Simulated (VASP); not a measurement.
These are PBEsol GGA, VASP's PBE PAW potentials (set 64) (plane waves; VASP) values and carry that method's errors.

Input for VASP

POSCAR:
```
GaP
1
    0.0000000000     2.7250000000     2.7250000000
    2.7250000000     0.0000000000     2.7250000000
    2.7250000000     2.7250000000     0.0000000000
Ga P
1 1
Direct
  0.0000000000   0.0000000000   0.0000000000
  0.7500000000   0.7500000000   0.7500000000
```

KPOINTS:
```
kpoints
0
Gamma
8 8 8
0 0 0
```

### INCAR
```
# general
SYSTEM  = GaP
PREC    = Accurate
ENCUT   = 480
LREAL   = .False.
LASPH   = .True.

# electronic loop
EDIFF   = 1E-6
NELM    = 100
ALGO    = Normal
LMAXMIX = 4

# smearing
ISMEAR  = 0
SIGMA   = 0.05

# functional
GGA     = PS

# ions
IBRION  = 2
NSW     = 60
ISIF    = 3
EDIFFG  = -0.01

# output
LWAVE   = .False.
LCHARG  = .False.
```

POTCAR, in this order: Ga_d P (PBE.64 set). Program: vasp_std.

**Question.** What does the run give for the energy per atom (σ→0), volume per atom, band gap (on the k-mesh)?

**Answer.** 
```json
{
  "energy per atom (σ→0)": "-4.960 eV/atom",
  "band gap (on the k-mesh)": "1.50 eV",
  "volume_per_atom": "20.09 Å^3/atom"
}
```

File OSZICAR:
```
...
       N       E                     dE             d eps       ncg     rms          rms(c)
DAV:   1    -0.992359723175E+01   -0.28377E-02   -0.35246E-02  1004   0.405E+00    0.304E-01
DAV:   2    -0.992152224857E+01    0.20750E-02   -0.37557E-03   964   0.154E+00    0.138E-01
DAV:   3    -0.992100144523E+01    0.52080E-03   -0.63836E-04  1004   0.554E-01    0.317E-02
DAV:   4    -0.992095380772E+01    0.47638E-04   -0.59816E-05   881   0.121E-01    0.131E-02
DAV:   5    -0.992094467811E+01    0.91296E-05   -0.45048E-06   829   0.317E-02    0.400E-03
DAV:   6    -0.992094433985E+01    0.33826E-06   -0.36195E-07   402   0.102E-02
   3 F= -.99209443E+01 E0= -.99209443E+01  d E =-.573878E-03
```

The compound is GaP in the zinc blende structure. This run relaxes it. Symmetry was kept, so distortions that lower it aren't found.
